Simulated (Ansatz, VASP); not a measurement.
# Cross-check of V2NO2 (V2NO2 MXene bilayer, AA) between VASP and Ansatz, part 2 of 2

One calculation is typed for both programs; each brings its own data sets. How far apart do they land? The structure shown is the start of the Ansatz relaxation below; VASP solves that cell, so the two are compared at the walk's first step.

VASP 6.6.1 and Ansatz 0.2.0.

So far: The starting structure; Ansatz: relaxation, LDA.

## (3) VASP: single point, LDA, start cell

Level of this step: LDA, zero-moment start; plane waves and PAW (O, V_sv, N) (VASP).

The same cell, functional (in two slightly different forms), mesh and smearing now go to VASP, with its own data sets.

Lines of VASP's logs that name or quote its potential files are left out, and so is its time.

INCAR reads:

```
SYSTEM = V2NO2
PREC = Accurate
ENCUT = 520
EDIFF = 1E-06
NELM = 200
ISMEAR = -1
SIGMA = 0.05
LREAL = .FALSE.
ALGO = Normal
GGA = CA
NBANDS = 58
ISPIN = 2
MAGMOM = -0 0 -0 0 0 0 -0 -0 0 -0
LASPH = .TRUE.
LMAXMIX = 4
LORBIT = 11
LWAVE = .FALSE.
LCHARG = .FALSE.
ISIF = 2
LDIPOL = .TRUE.
IDIPOL = 3
DIPOL = 0.5 0.5 0.5
LVHAR = .TRUE.
GGA_COMPAT = .FALSE.
NELMDL = -8
KPAR = 2
```

POSCAR reads:

```
V2NO2
1.0
    2.9406520000      0.0000000000      0.0000000000
   -1.4703260000      2.5466790000      0.0000000000
    0.0000000000      0.0000000000     55.0434620000
O V N
4 4 2
Direct
    0.3333333333      0.6666666667      0.3906004313
    0.6666666667      0.3333333333      0.4736571802
    0.3333333333      0.6666666667      0.5263428198
    0.6666666667      0.3333333333      0.6093995687
    0.6666666667      0.3333333333      0.4110490361
    0.3333333333      0.6666666667      0.4532085573
    0.6666666667      0.3333333333      0.5467914246
    0.3333333333      0.6666666667      0.5889509457
    0.0000000000      0.0000000000      0.4321287967
    0.0000000000      0.0000000000      0.5678711851
```

KPOINTS reads:

```
Automatic mesh
0
Gamma
12 12 1
0 0 0
```

PAW data sets: O, V_sv and N (LDA family, release 64).

Run with:

```console
> mpirun -np 2 vasp_std
```

Numbers of over 12 decimals in the logs are rounded to 6 here.

What it wrote:

```text
[banner, memory and clock lines left out]
running    2 mpi-ranks, on    1 nodes
 distrk:  each k-point on    1 cores,    2 groups
 distr:  one band on    1 cores,    1 groups

 POSCAR found type information on POSCAR O V N
 POSCAR found :  3 types and      10 ions
 LDA part: xc-table for (Slater(with rela. corr.)+CA(PZ))
 , standard interpolation
|                                                                             |
|           W    W    AA    RRRRR   N    N  II  N    N   GGGG   !!!           |
|           W    W   A  A   R    R  NN   N  II  NN   N  G    G  !!!           |
|           W    W  A    A  R    R  N N  N  II  N N  N  G       !!!           |
|           W WW W  AAAAAA  RRRRR   N  N N  II  N  N N  G  GGG   !            |
|           WW  WW  A    A  R   R   N   NN  II  N   NN  G    G                |
|           W    W  A    A  R    R  N    N  II  N    N   GGGG   !!!           |
|                                                                             |
|     One of the lattice vectors is very long (>50 A), but AMIN is rather     |
|     large. This can spoil convergence since charge sloshing might occur     |
|     along the long lattice vector. If problems with convergence are         |
|     observed, try to decrease AMIN to a smaller value (e.g. 0.01).          |
|     Note: This warning only applies if the self-consistency cycle is        |
|     used.                                                                   |
|                                                                             |

 POSCAR, INCAR and KPOINTS ok, starting setup
 FFT: planning ... GRIDC
 FFT: planning ... GRID_SOFT
 FFT: planning ... GRID
 WAVECAR not read
 entering main loop
       N       E                     dE             d eps       ncg     rms          rms(c)
DAV:   1     0.977893511418E+03    0.97789E+03   -0.48490E+04  5664   0.128E+03
DAV:   2    -0.176706125565E+00   -0.97807E+03   -0.93743E+03  5076   0.391E+02
DAV:   3    -0.121248295643E+03   -0.12107E+03   -0.11876E+03  5324   0.130E+02
DAV:   4    -0.125424534176E+03   -0.41762E+01   -0.41278E+01  5478   0.230E+01
DAV:   5    -0.125500294463E+03   -0.75760E-01   -0.75612E-01  5222   0.323E+00
DAV:   6    -0.125502294020E+03   -0.19996E-02   -0.19985E-02  5580   0.524E-01
DAV:   7    -0.125502367594E+03   -0.73573E-04   -0.73552E-04  5206   0.933E-02
DAV:   8    -0.125502370980E+03   -0.33863E-05   -0.33854E-05  5270   0.186E-02    0.581E+01
DAV:   9    -0.112715294975E+03    0.12787E+02   -0.20492E+02  5228   0.836E+01    0.473E+01
DAV:  10    -0.112356709335E+03    0.35859E+00   -0.26616E+02  5722   0.962E+01    0.328E+01
DAV:  11    -0.112309882182E+03    0.46827E-01   -0.96703E+01  5356   0.413E+01    0.264E+01
DAV:  12    -0.100122093644E+03    0.12188E+02   -0.12561E+01  6098   0.265E+01    0.122E+01
DAV:  13    -0.982089865873E+02    0.19131E+01   -0.45012E+00  5574   0.118E+01    0.554E+00
DAV:  14    -0.979513413184E+02    0.25765E+00   -0.16642E+00  5718   0.580E+00    0.358E+00
[...]
DAV:  27    -0.977875438028E+02   -0.78848E-05   -0.11714E-05  5218   0.232E-02    0.491E-03
DAV:  28    -0.977875636125E+02   -0.19810E-04   -0.54248E-06  4394   0.149E-02    0.888E-03
DAV:  29    -0.977875845898E+02   -0.20977E-04   -0.17868E-06  3012   0.916E-03    0.333E-03
DAV:  30    -0.977876028965E+02   -0.18307E-04   -0.25057E-06  3698   0.765E-03    0.343E-03
DAV:  31    -0.977876051266E+02   -0.22301E-05   -0.45078E-07  2450   0.455E-03    0.182E-03
DAV:  32    -0.977876066050E+02   -0.14784E-05   -0.12773E-07  2268   0.162E-03    0.932E-04
DAV:  33    -0.977876079171E+02   -0.13121E-05   -0.70873E-08  2264   0.140E-03    0.579E-04
DAV:  34    -0.977876086696E+02   -0.75249E-06   -0.20689E-08  2258   0.701E-04
   1 F= -.97787609E+02 E0= -.97759140E+02  d E =-.569377E-01  mag=     0.0001
```

From OUTCAR (step 3):

```text
ion  position               nearest neighbor table
   1  0.333  0.667  0.391-   5 2.04   5 2.04   5 2.04
   2  0.667  0.333  0.474-   6 2.04   6 2.04   6 2.04
   3  0.333  0.667  0.526-   7 2.04   7 2.04   7 2.04
   4  0.667  0.333  0.609-   8 2.04   8 2.04   8 2.04
   5  0.667  0.333  0.411-   1 2.04   1 2.04   1 2.04   9 2.06   9 2.06   9 2.06   6 2.88   6 2.88
                             6 2.88
   6  0.333  0.667  0.453-   2 2.04   2 2.04   2 2.04   9 2.06   9 2.06   9 2.06   5 2.88   5 2.88
                             5 2.88
   7  0.667  0.333  0.547-   3 2.04   3 2.04   3 2.04  10 2.06  10 2.06  10 2.06   8 2.88   8 2.88
                             8 2.88
   8  0.333  0.667  0.589-   4 2.04   4 2.04   4 2.04  10 2.06  10 2.06  10 2.06   7 2.88   7 2.88
                             7 2.88
   9  0.000  0.000  0.432-   5 2.06   6 2.06   5 2.06   6 2.06   5 2.06   6 2.06
  10  0.000  0.000  0.568-   7 2.06   8 2.06   7 2.06   7 2.06   8 2.06   8 2.06

  LATTYP: Found a hexagonal cell.
 ALAT       =     2.9406520000
 C/A-ratio  =    18.7181148942

 Subroutine GETGRP returns: Found 12 space group operations
 (whereof 12 operations were pure point group operations)

The static configuration has the point symmetry D_3d.

 Found     19 irreducible k-points:

   k-points           NKPTS =     19   k-points in BZ     NKDIM =     19   number of bands    NBANDS=     58

   dimension x,y,z NGX =    24 NGY =   24 NGZ =  420
   dimension x,y,z NGXF=    48 NGYF=   48 NGZF=  840

   ENCUT  =  520.0 eV  38.22 Ry    6.18 a.u.   5.47  5.47102.34*2*pi/ulx,y,z

   NELECT =      86.0000    total number of electrons

 k-points in reciprocal lattice and weights: Automatic mesh
   0.00000000  0.00000000  0.00000000       0.007
   0.08333333 -0.00000000  0.00000000       0.042
   0.16666667 -0.00000000  0.00000000       0.042
   0.25000000 -0.00000000  0.00000000       0.042
   0.33333333 -0.00000000  0.00000000       0.042
   0.41666667 -0.00000000  0.00000000       0.042
   0.50000000 -0.00000000  0.00000000       0.021
   0.08333333  0.08333333  0.00000000       0.042
   0.16666667  0.08333333  0.00000000       0.083
[...]
0.33333333  0.25000000  0.00000000       0.083
   0.33333333  0.33333333  0.00000000       0.014

 dipolmoment           0.000000      0.000000      0.000021 electrons x Angstroem

 average (electrostatic) potential at core
       1 -80.3526       2 -80.3608       3 -80.3608       4 -80.3521       5 -86.0968
       6 -86.0957       7 -86.0956       8 -86.0964       9 -73.5928      10 -73.5926

 E-fermi :  -3.9450

 spin component 1
 k-point     1 :       0.0000    0.0000    0.0000
  band No.  band energies     occupation
    ...
     42      -4.9326      1.00000
     43      -4.9312      1.00000
     44      -4.9312      1.00000
     45      -4.1536      0.98483
     46      -4.0512      0.89327
     47      -3.7672      0.02776
     48      -3.7672      0.02776
     49      -3.7662      0.02723
     50      -3.7662      0.02723
     51      -2.7948      0.00000
    ...

 k-point     2 :       0.0833   -0.0000    0.0000
  band No.  band energies     occupation
    ...
     42      -4.7690      1.00000
     43      -4.6046      1.00000
     44      -4.6002      1.00000
     45      -4.1159      0.96825
     46      -4.0486      0.88813
     47      -3.7210      0.01122
     48      -3.7208      0.01116
     49      -3.6727      0.00430
     50      -3.6362      0.00208
     51      -2.7872      0.00000
    ...

 k-point     3 :       0.1667   -0.0000    0.0000
  band No.  band energies     occupation
    ...
     40      -5.9892      1.00000
     41      -4.8956      1.00000
     42      -4.8443      1.00000
     43      -4.2395      0.99724
     44      -4.2339      0.99692
     45      -3.7971      0.04936
     46      -3.7628      0.02551
     47      -3.5301      0.00025
     48      -3.4693      0.00007
     49      -3.4685      0.00007
    ...

 k-point     4 :       0.2500   -0.0000    0.0000
  band No.  band energies     occupation
    ...
     40      -6.4666      1.00000
     41      -5.0638      1.00000
     42      -5.0083      1.00000
     43      -4.0211      0.82078
     44      -4.0176      0.81045
     45      -3.5460      0.00034
     46      -3.5324      0.00026
     47      -3.4004      0.00002
     48      -3.3276      0.00000
     49      -3.1103      0.00000
    ...

 k-point     5 :       0.3333   -0.0000    0.0000
  band No.  band energies     occupation
    ...
     38      -6.9869      1.00000
     39      -6.7414      1.00000
     40      -6.7122      1.00000
     41      -5.2553      1.00000
     42      -5.1934      1.00000
     43      -3.7692      0.02888
     44      -3.7679      0.02814
     45      -3.6104      0.00124
     46      -3.5901      0.00083
     47      -3.1416      0.00000
    ...

 k-point     6 :       0.4167   -0.0000    0.0000
  band No.  band energies     occupation
    ...
     38      -6.9370      1.00000
     39      -6.7749      1.00000
     40      -6.7531      1.00000
     41      -5.3682      1.00000
     42      -5.3050      1.00000
     43      -3.7404      0.01645
     44      -3.7150      0.00997
     45      -3.5138      0.00018
     46      -3.5135      0.00018
     47      -3.0164      0.00000
    ...

  Total      -18.0407067    -18.0407020    -19.8692550      0.0000000     -0.0000000      0.0000000
  in kB      -70.1197806    -70.1197621    -77.2268971      0.0000000     -0.0000000      0.0000000
  external PRESSURE =     -72.4888132 kB  Pullay stress =       0.0000000 kB

  energy-cutoff  :      520.00
  volume of cell :      412.21
      direct lattice vectors                 reciprocal lattice vectors
     2.940652000  0.000000000  0.000000000     0.340060640  0.196334128  0.000000000
    -1.470326000  2.546679000  0.000000000     0.000000000  0.392668255  0.000000000
     0.000000000  0.000000000 55.043462000     0.000000000  0.000000000  0.018167462

 POSITION                                       TOTAL-FORCE (eV/Angst)
 -----------------------------------------------------------------------------------
     -0.00000      1.69779     21.50000         0.000000     -0.000000      2.684739
      1.47033      0.84889     26.07173        -0.000000      0.000000     -2.621965
     -0.00000      1.69779     28.97173         0.000000     -0.000000      2.621965
      1.47033      0.84889     33.54346        -0.000000      0.000000     -2.684739
      1.47033      0.84889     22.62556         0.000000     -0.000000     -1.090203
     -0.00000      1.69779     24.94617        -0.000000      0.000000      1.100869
      1.47033      0.84889     30.09729         0.000000     -0.000000     -1.100869
     -0.00000      1.69779     32.41790        -0.000000      0.000000      1.090203
      0.00000      0.00000     23.78587         0.000000     -0.000000      0.000482
      0.00000      0.00000     31.25760         0.000000     -0.000000     -0.000482
 -----------------------------------------------------------------------------------
    total drift:                                0.000000     -0.000000      0.007824

  FREE ENERGIE OF THE ION-ELECTRON SYSTEM (eV)
  ---------------------------------------------------
  free  energy   TOTEN  =       -97.7876086696 eV

  energy  without entropy=      -97.7306709468  energy(sigma->0) =      -97.75913981

 vacuum level on the upper side and lower side of the slab         3.542         3.542

 total charge
# of ion       s       p       d       tot
------------------------------------------
    1        1.571   3.320   0.000   4.891
    2        1.571   3.319   0.000   4.889
    3        1.571   3.319   0.000   4.889
    4        1.571   3.320   0.000   4.891
    5        2.246   6.273   2.997  11.516
    6        2.246   6.273   2.997  11.516
    7        2.246   6.273   2.997  11.516
    8        2.246   6.273   2.997  11.516
    9        1.237   2.478   0.000   3.715
   10        1.237   2.478   0.000   3.715
--------------------------------------------------
tot         17.742  43.328  11.986  73.056

 magnetization (x)
# of ion       s       p       d       tot
------------------------------------------
    1       -0.000  -0.000   0.000  -0.000
    2       -0.000  -0.000   0.000  -0.000
    3       -0.000  -0.000   0.000  -0.000
    4       -0.000  -0.000   0.000  -0.000
    5        0.000   0.000   0.000   0.000
    6        0.000   0.000   0.000   0.000
    7        0.000   0.000   0.000   0.000
    8        0.000   0.000   0.000   0.000
    9       -0.000  -0.000   0.000  -0.000
   10       -0.000  -0.000   0.000  -0.000
--------------------------------------------------
tot         -0.000  -0.000   0.000   0.000

[... 6 further parts left out ...]
```

This run allows spin, but its moments start at zero, where symmetry between the spins tends to hold them, although V can carry a moment.

## (4) Comparison

Known differences besides the potentials themselves: the two LDA forms differ slightly; Ansatz cuts the interaction across the vacuum, VASP repeats the sheet with a dipole correction; the cutoff is 420 eV in Ansatz and 520 eV in VASP; VASP's log shows a relativistic correction to its local exchange, Ansatz's none. Total energies have different zeros and are not compared.

Forces (eV/Å; atoms numbered as in POSCAR):

```tsv
atom	Ansatz x, y, z	VASP x, y, z
O1	0.000, 0.000, 2.752	0.000, 0.000, 2.685
O2	0.000, 0.000, -2.690	0.000, 0.000, -2.622
O3	0.000, 0.000, 2.690	0.000, 0.000, 2.622
O4	0.000, 0.000, -2.752	0.000, 0.000, -2.685
V5	0.000, 0.000, -1.080	0.000, 0.000, -1.090
V6	0.000, 0.000, 1.091	0.000, 0.000, 1.101
V7	0.000, 0.000, -1.091	0.000, 0.000, -1.101
V8	0.000, 0.000, 1.080	0.000, 0.000, 1.090
N9	0.000, 0.000, 0.001	0.000, 0.000, 0.000
N10	0.000, 0.000, -0.001	0.000, 0.000, 0.000
```

The forces differ by 25 meV/Å r.m.s., which is 2.4 % of the r.m.s. force of 1.048 eV/Å (both taken over all components). Moments aren't recorded for both runs of this pair, so they may hold unlike magnetic states. With vacuum in the cell, a pressure given here is an average over mostly empty space and none of the material.

## (5) Outcome

| Property | Result |
| --- | --- |
| r.m.s. force difference (single point, LDA, start cell) | 2.4 % of the r.m.s. force |

**Reading.** The r.m.s. force difference is 2.4 % of the r.m.s. force (single point, LDA, start cell), within the 3 % picked in this series as the mark of a large difference. 1 further run of this series is not shown here. How closely two codes agree says nothing of how well the functional describes the real material.

[Lines on the potential files, build, host, timing and source positions are cut from VASP's logs without a mark.]

[Logs are printed without paths, hosts, clocks, repeated set-up lines and the standing remarks that a program may print on its own settings, such as how far it seeks lower states.]

[Hosts, paths, dates, database ids (printed as entryN), source tags and the programs' standing remarks are cut or masked in the printed files.]
